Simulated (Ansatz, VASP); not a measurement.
**Ge (Germanium) in two plane-wave programs**

Aim: how closely do two programs agree when they are given the same cell, functional and k mesh? The cell is taken from a series of runs on this material, whose earlier steps may have relaxed, scaled, displaced or heated it; both programs get it as it stands.

Method: plane waves, with VASP 6.6.1 beside it; PBEsol, in Ansatz 0.2.0.

## (1) Starting point

The structure is tetragonal, space group I4_1/amd (No. 141). Conventional cell: a = 4.002 Å, b = 4.002 Å, c = 5.732 Å, α = 90.00°, β = 90.00°, γ = 90.00°. Nearest to Ge lie 4 Ge at 2.46 Å.

## (2) Ansatz: zone-centre phonons, PBEsol

Ansatz runs on its PAW soft_1 files.

Second derivatives magnify differences that forces hide, and they need a tight electronic threshold.

The input, input.yaml:

```yaml
crystal:
  lattice:
    - [0.0, 2.8301633522, 2.8661499201]
    - [2.8301633522, 0.0, 2.8661499201]
    - [2.8301633522, 2.8301633522, 0.0]
  atoms:
    - { symbol: Ge, position: [0.499966572, 0.499966572, 0.4999790989] }
    - { symbol: Ge, position: [0.750033428, 0.750033428, 0.7500209011] }
kpoints:
  mp_grid: { grid: [12, 12, 12], shift: [0.5, 0.5, 0.5] }
hamiltonian:
  xc: pbesol
  pseudopotentials: { kind: paw, azcp: { folder: soft_1 }, xc_functional: pbe }
scf:
  occupations: { method: gaussian, width: 0.015 }
output:
  eigenvalues: true
phonons:
  method: dfpt
```

On the command line:

```sh
$ ansatz run input.yaml --threads 4 --pin off --max-ram 10240MiB --backend cpu --events-out ev --progress --plain --runs-dir out
```

Numbers of over 12 decimals in the logs are rounded to 6 here.

What it wrote:

```text
Engine: ansatz 0.2.0, aarch64-unknown-linux-gnu
Pseudopotentials: kind: paw
Pseudopotential: Ge, paw, valence charge 14, recommended cutoff 420 eV (normal), soft_1/Ge.paw.azcp
Functional definition: PBEsol
  exchange = pbesol_x
  correlation = pbesol_c
Crystal: 2 atoms, lattice volume = 45.915 Å³
Basis set: ecut = 420 eV, 909 PW (Γ), exchange–correlation on 64×64×64 points (8 copies of the dense FFT grid, shifted against one another)
Bands: 18, of which v1, the nominal top of the filled ones, is band 14 counted from 1 (13 counted from 0)
Symmetry: 4 space group operations
k-points: 864 of 1728 (irreducible under 1 space group operation, time reversal used)
Non-local potential: Ge, projectors of the file, l = 0: 2, l = 1: 2, l = 2: 3, l = 3: 1
PAW form: soft (Blöchl's): semilocal exchange-correlation on the pseudo side does not see the compensation charge
PAW frozen core: Ge, regenerated for the run's functional, and the local potential with it (the file was generated under x = pbe(κ = 0.804, μ = 0.219515), c = pbe(β = 0.066725))
PAW one-centre angular grid: Ge, 590 points (default); XC on 64 Gauss nodes
Initial density: superposition of atomic densities (chi_scale 0.1, normalization cell)
Initial wavefunctions: pseudopotential atomic-orbital guess
Functional: x = pbesol(κ = 0.804, μ = 0.123457), c = pbesol(β = 0.046)
SCF iter   1: F=—  HF=-8507.074860 eV  |F-HF|=—  |Δ(HF+E_count)|=         —  Δρ=3.46e-2  dr2=4.38e-1  ethr=3.10e-3  ⟨swp⟩=6.0  Hψ=71726  notcnv=0
preconditioner: auto → none  [insulator: Δε(μ)=0.183 eV  Ē_g=23.224 eV  σ=0.015 eV  W_gap=1.00  n_scr=14 (ndim 8)  ℏωp=29.0 eV  f_vac=0.000  D(μ)=0.00/eV (n_scr^D=0)  ε∞_Penn≈2.6]
SCF iter   2: F=—  HF=-8507.012903 eV  |F-HF|=—  |Δ(HF+E_count)|=   6.20e-2  Δρ=1.66e-2  dr2=8.36e-2  ethr=1.56e-3  ⟨swp⟩=2.0  Hψ=25517  notcnv=0
SCF iter   3: F=—  HF=-8507.006195 eV  |F-HF|=—  |Δ(HF+E_count)|=   6.71e-3  Δρ=1.50e-3  dr2=2.71e-4  ethr=2.98e-4  ⟨swp⟩=2.7  Hψ=21814  notcnv=0
SCF iter   4: F=—  HF=-8507.006363 eV  |F-HF|=—  |Δ(HF+E_count)|=   1.68e-4  Δρ=1.52e-4  dr2=7.89e-6  ethr=9.67e-7  ⟨swp⟩=2.0  Hψ=26578  notcnv=0
SCF iter   5: F=—  HF=-8507.006355 eV  |F-HF|=—  |Δ(HF+E_count)|=   7.92e-6  Δρ=1.45e-4  dr2=6.72e-6  ethr=2.82e-8  ⟨swp⟩=2.0  Hψ=27648  notcnv=0
SCF iter   6: F=—  HF=-8507.006347 eV  |F-HF|=—  |Δ(HF+E_count)|=   8.38e-6  Δρ=6.65e-5  dr2=1.43e-6  ethr=2.40e-8  ⟨swp⟩=2.0  Hψ=25445  notcnv=0
SCF iter   7: F=—  HF=-8507.006344 eV  |F-HF|=—  |Δ(HF+E_count)|=   2.83e-6  Δρ=1.50e-5  dr2=6.14e-8  ethr=5.11e-9  ⟨swp⟩=2.0  Hψ=27648  notcnv=0
SCF iter   8: F=—  HF=-8507.006344 eV  |F-HF|=—  |Δ(HF+E_count)|=   1.02e-7  Δρ=1.72e-6  dr2=8.00e-10  ethr=2.19e-10  ⟨swp⟩=2.0  Hψ=27648  notcnv=0
SCF iter   9: F=-8507.006344 eV  HF=-8507.006344 eV  |F-HF|=1.09e-11  |Δ(HF+E_count)|=   1.31e-9  Δρ=1.27e-7  dr2=4.41e-12  ethr=1.00e-12  ⟨swp⟩=4.0  Hψ=82974  notcnv=0
SCF 1 converged in 9 iterations: F = -8507.006344 eV  dr2 = 4.41e-12
  greatest PAW one-centre occupation: 0.998 electrons in one spin orbital (limit 2), on the Ge atom at site 1 (counted from 0), in its partial waves of l = 2
DFPT response loops at Γ: preconditioner auto → none (the input reference at scf.mixing.eps_inf says where Resta's filter doesn't serve); β = 0.50; Broyden in place of MSR1
SCF converged after 9 iterations
Free energy (F): -8507.006344 eV
Harris-Foulkes:  -8507.006344 eV  (|F-HF|=1.09e-11)
Internal energy: -8507.006344 eV  (E = F + TS)
E sigma→0 (E₀):  -8507.006344 eV
Fermi energy:    8.262083 eV
--- Per-component energies (eV) ---
  E_band       = -308.171863
  E_kinetic    = 185.470017
  E_local      = -4524.005448  (includes V_loc(G=0)·N_el)
  E_nonlocal   = 438.656925
  E_hartree    = 2152.511146
  E_xc         = -142.076834
  E_vxc        = -130.173892  (∫ρ·V_xc dr)
  E_paw        = -3944.676859  (= ΣΔE_a)
  E_vpaw       = -583.141630  (= ΣTr[D̂ρ^β])
  E_aug_tail   = 0.000031  (compensation charges beyond the density's cutoff)
  E_ewald      = -2674.721198
  E_core_change = 1.835876  (= ΣΔE_core)
  E_smearing   = -0.000000  (= −TS)
  E_closure    = 0.000000  (closes the sum)
  Σ components = -8507.006344   (vs F -8507.006344, Δ=0.00e0)
--- Band table (eV; the first three rows and the last of 864) ---
  k-point 0: bands = [... 10 lower, -4.4394, 7.4214, 8.1469, 8.2129, 8.7510, 10.7881, 10.7933, 10.8571]
  k-point 1: bands = [... 10 lower, -4.3270, 6.2791, 7.6602, 8.1423, 9.3201, 10.9075, 10.9565, 11.5734]
  k-point 2: bands = [... 10 lower, -4.0512, 4.7399, 7.2284, 7.8321, 9.2556, 11.3296, 11.5528, 12.6482]
  k-point 863: bands = [... 10 lower, -2.3865, 0.6801, 6.6018, 6.7785, 8.5633, 11.8729, 11.9981, 15.2877]
--- Phonons (Γ-DFPT): 2 representative perturbations + reference, on 864 of 1728 k-points (Σ response iterations 6) ---
  k mesh reduced under 1 symmetry operation, with k and −k counted as one. Each operation leaves every solved perturbation unchanged. A smaller set is not used because it would not reduce the number of displacements times k-points to solve
  ASR residual: 2.798e-5 → 0.000e0 eV/Å²; symmetrization residual: 1.602e-6 eV/Å²
  ASR residual per site (eV/Å²): 2.80e-5 2.80e-5
  Γ frequencies (cm⁻¹): 0.00 0.00 0.00 286.86 286.92 287.55
  non-analytic LO–TO correction: not included (Born effective charges unavailable; polar crystals: no LO–TO splitting at Γ)
```

In the SCF lines HF is the Harris–Foulkes energy and dr2 the Hartree energy of the density residual, in eV; the loop may stop once dr2 is under the threshold and the program's other checks hold. Hψ counts applications of the Hamiltonian.

(Part 1 of 3 ends here.)

[Lines on the potential files, build, host, timing and source positions are cut from VASP's logs without a mark.]

[Logs are printed without paths, hosts, clocks, repeated set-up lines and the standing remarks that a program may print on its own settings, such as how far it seeks lower states.]

[Hosts, paths, dates, database ids (printed as entryN), source tags and the programs' standing remarks are cut or masked in the printed files.]
